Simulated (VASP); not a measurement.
Here is the system:

```
Al2CdS4
1.0
    0.00000     5.14604     5.14604
    5.14604     0.00000     5.14604
    5.14604     5.14604     0.00000
Al Cd S
4 2 8
Direct
  0.12500   0.12500   0.12500
  0.62500   0.12500   0.12500
  0.12500   0.12500   0.62500
  0.12500   0.62500   0.12500
  0.75000   0.75000   0.75000
  0.50000   0.50000   0.50000
  0.36052   0.36052   0.91845
  0.88948   0.33155   0.88948
  0.36052   0.36052   0.36052
  0.33155   0.88948   0.88948
  0.36052   0.91845   0.36052
  0.88948   0.88948   0.33155
  0.91845   0.36052   0.36052
  0.88948   0.88948   0.88948
```

The numbers are results of r2SCAN meta-GGA, VASP's PBE PAW potentials (set 64) (plane waves; VASP), not measurements. Settings: LREAL = Auto, 400 eV cut-off, 4×4×4 Γ-centred mesh, tetrahedra with Blöchl corrections, potentials Al Cd S.

**Question.** Give the energies of bands 34 to 47 at the high-symmetry points, in eV from the valence-band maximum.

**Answer.** 
```
band      Γ      X      U      L      W
----  -----  -----  -----  -----  -----
34    -0.59  -2.03  -1.63  -1.44  -1.56
35    -0.59  -1.51  -1.51  -1.44  -1.39
36    -0.59  -1.51  -1.29  -1.13  -1.39
37    -0.53  -0.96  -1.19  -1.13  -1.29
38    -0.53  -0.96  -0.95  -0.86  -1.29
39    -0.53  -0.54  -0.91  -0.40  -0.69
40    -0.01  -0.54  -0.78  -0.40  -0.69
41    -0.01  -0.41  -0.66  -0.23  -0.54
42    -0.01  -0.41  -0.18  -0.23  -0.54
43     3.02   4.72   4.44   3.77   4.79
44     3.02   4.72   4.91   4.27   4.79
45     3.02   4.94   4.93   4.27   5.01
46     3.12   4.94   5.05   4.40   5.01
47     3.64   5.17   5.10   4.64   5.35
```

The gap is indirect, 3.02 eV, from the valence maximum at K-Γ at 0.67 to the conduction minimum at Γ.

The structure comes from a computed database's Al2CdS4 entry (Fd-3m); how it stands against other phases isn't given here. It was relaxed first.
